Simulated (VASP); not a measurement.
These are PBE GGA, VASP's PBE PAW potentials (set 64) (plane waves; VASP) values and carry that method's errors.

The input files of a VASP run:

### POSCAR
```
Sb
1
    4.0616342171    -2.2146516765    -0.0017385753
    4.0616342171     2.2146516765    -0.0017385753
    2.8556284205     0.0000000000     3.6396348907
Sb
2
Direct
  0.2329493557   0.2329493557   0.2329493557
  0.7670506443   0.7670506443   0.7670506443
```

INCAR:
```
ALGO = Normal
EDIFF = 1E-7
EDIFFG = -0.01
ENCUT = 520
GGA = PE
IBRION = 2
ISIF = 4
ISMEAR = 0
LASPH = .TRUE.
LCHARG = .FALSE.
LMAXMIX = 4
LREAL = .FALSE.
LWAVE = .FALSE.
NELM = 100
NSW = 30
PREC = Accurate
SIGMA = 0.05
SYSTEM = Sb
```

### KPOINTS
```
Automatic mesh
0
Gamma
7 7 7
0 0 0
```

POTCAR, in this order: Sb (PBE.64 set). Program: vasp_std.

The resulting files:

File OSZICAR:
```
       N       E                     dE             d eps       ncg     rms          rms(c)
DAV:   1     0.351435944847E+02    0.35144E+02   -0.35757E+03   792   0.856E+02
DAV:   2    -0.676004884389E+01   -0.41904E+02   -0.41165E+02  1116   0.118E+02
DAV:   3    -0.826978933537E+01   -0.15097E+01   -0.15013E+01   961   0.273E+01
DAV:   4    -0.828456601986E+01   -0.14777E-01   -0.14771E-01   952   0.308E+00
DAV:   5    -0.828469043767E+01   -0.12442E-03   -0.12441E-03   914   0.292E-01    0.266E+00
DAV:   6    -0.828564809348E+01   -0.95766E-03   -0.20355E-03   860   0.419E-01    0.159E+00
DAV:   7    -0.828599950026E+01   -0.35141E-03   -0.53649E-03   817   0.652E-01    0.930E-02
DAV:   8    -0.828612705501E+01   -0.12755E-03   -0.15275E-04   943   0.976E-02    0.204E-02
DAV:   9    -0.828615331448E+01   -0.26259E-04   -0.34641E-05   811   0.445E-02    0.441E-03
DAV:  10    -0.828615412412E+01   -0.80964E-06   -0.32005E-06  1012   0.119E-02    0.145E-03
DAV:  11    -0.828615417740E+01   -0.53281E-07   -0.37970E-07   804   0.486E-03
   1 F= -.82861542E+01 E0= -.82861542E+01  d E =-.828615E+01
       N       E                     dE             d eps       ncg     rms          rms(c)
DAV:   1    -0.828766212078E+01   -0.15080E-02   -0.38022E-02   816   0.118E+00    0.473E-02
DAV:   2    -0.828774983077E+01   -0.87710E-04   -0.96310E-04   858   0.258E-01    0.217E-02
DAV:   3    -0.828774638380E+01    0.34470E-05   -0.21134E-05   915   0.350E-02    0.833E-03
DAV:   4    -0.828774742000E+01   -0.10362E-05   -0.34958E-06   861   0.126E-02    0.284E-03
DAV:   5    -0.828774749066E+01   -0.70664E-07   -0.28161E-07   801   0.361E-03
   2 F= -.82877475E+01 E0= -.82877474E+01  d E =-.159331E-02
       N       E                     dE             d eps       ncg     rms          rms(c)
DAV:   1    -0.828863995808E+01   -0.89254E-03   -0.84921E-02   818   0.176E+00    0.732E-02
DAV:   2    -0.828883429235E+01   -0.19433E-03   -0.21681E-03   865   0.385E-01    0.323E-02
DAV:   3    -0.828882433463E+01    0.99577E-05   -0.47209E-05   914   0.521E-02    0.128E-02
DAV:   4    -0.828882579855E+01   -0.14639E-05   -0.86093E-06   858   0.195E-02    0.428E-03
DAV:   5    -0.828882593465E+01   -0.13610E-06   -0.65709E-07   807   0.561E-03    0.102E-03
DAV:   6    -0.828882590993E+01    0.24720E-07   -0.55404E-08   406   0.175E-03
   3 F= -.82888259E+01 E0= -.82888258E+01  d E =-.267173E-02
       N       E                     dE             d eps       ncg     rms          rms(c)
DAV:   1    -0.828884114803E+01   -0.15213E-04   -0.24960E-03   810   0.302E-01    0.123E-02
DAV:   2    -0.828884746408E+01   -0.63160E-05   -0.63676E-05   857   0.661E-02    0.555E-03
DAV:   3    -0.828884763983E+01   -0.17575E-06   -0.14856E-06   919   0.912E-03    0.214E-03
DAV:   4    -0.828884792424E+01   -0.28442E-06   -0.24163E-07   671   0.333E-03    0.691E-04
DAV:   5    -0.828884793499E+01   -0.10744E-07   -0.28950E-08   397   0.127E-03
   4 F= -.82888479E+01 E0= -.82888478E+01  d E =-.269376E-02
       N       E                     dE             d eps       ncg     rms          rms(c)
DAV:   1    -0.828908151938E+01   -0.23360E-03   -0.76142E-03   810   0.506E-01    0.371E-02
DAV:   2    -0.828905277051E+01    0.28749E-04   -0.21450E-04   835   0.111E-01    0.218E-02
DAV:   3    -0.828903830839E+01    0.14462E-04   -0.76067E-05   963   0.508E-02    0.437E-03
DAV:   4    -0.828903865590E+01   -0.34751E-06   -0.57182E-06   820   0.185E-02    0.273E-03
DAV:   5    -0.828903874403E+01   -0.88122E-07   -0.46729E-07   842   0.499E-03
   5 F= -.82890387E+01 E0= -.82890384E+01  d E =-.190809E-03
       N       E                     dE             d eps       ncg     rms          rms(c)
DAV:   1    -0.828910708659E+01   -0.68431E-04   -0.40513E-03   811   0.369E-01    0.271E-02
DAV:   2    -0.828909188947E+01    0.15197E-04   -0.11442E-04   834   0.810E-02    0.159E-02
DAV:   3    -0.828908431251E+01    0.75770E-05   -0.40639E-05   962   0.371E-02    0.322E-03
DAV:   4    -0.828908449929E+01   -0.18677E-06   -0.30637E-06   829   0.135E-02    0.200E-03
DAV:   5    -0.828908455483E+01   -0.55546E-07   -0.24350E-07   668   0.368E-03
   6 F= -.82890846E+01 E0= -.82890840E+01  d E =-.236620E-03
```

**OUTCAR**
```
------------------------ aborting loop because EDIFF is reached ----------------------------------------
  FORCE on cell =-STRESS in cart. coord.  units (eV):
  Direction    XX          YY          ZZ          XY          YZ          ZX
  --------------------------------------------------------------------------------------
  Total       -0.3854821     -0.3880492     -0.3877677      0.0000000      0.0000000      0.0008503
  in kB       -9.4292017     -9.4919954     -9.4851092      0.0000000      0.0000000      0.0207987
  external PRESSURE =      -9.4687687 kB  Pullay stress =       0.0000000 kB
  volume of cell :       65.50
      direct lattice vectors                 reciprocal lattice vectors
     4.095837150 -2.203786343  0.016197534     0.122460464 -0.226882248 -0.097429483
     4.095837150  2.203786343  0.016197534     0.122460464  0.226882248 -0.097429483
     2.895748202  0.000000000  3.639705937    -0.001089955  0.000000000  0.275614638
 POSITION                                       TOTAL-FORCE (eV/Angst)
 -----------------------------------------------------------------------------------
      2.56642      0.00000      0.84999         0.001395      0.000000      0.000462
      8.52100      0.00000      2.82211        -0.001395     -0.000000     -0.000462
 -----------------------------------------------------------------------------------
    total drift:                               -0.000000     -0.000000      0.000000
  FREE ENERGIE OF THE ION-ELECTRON SYSTEM (eV)
  ---------------------------------------------------
  free  energy   TOTEN  =        -8.2890845548 eV

  energy  without entropy=       -8.2890834383  energy(sigma->0) =       -8.28908400

 reached required accuracy - stopping structural energy minimisation
```
(Selected blocks of OUTCAR.)

File CONTCAR:
```
Sb
   1.00000000000000
     4.0958371496513193   -2.2037863431553091    0.0161975338412313
     4.0958371496513193    2.2037863431553091    0.0161975338412313
     2.8957482022890999    0.0000000000000000    3.6397059372055010
  Sb
     2
Direct
     0.2314713997035919    0.2314713997035919    0.2314713997153538
     0.7685286002964081    0.7685286002964081    0.7685286002846462
```

The compound is Sb in the a7 structure. This cell is one point of a volume scan, at 1.03 of the reference volume. Symmetry was kept, so distortions that lower it aren't found.
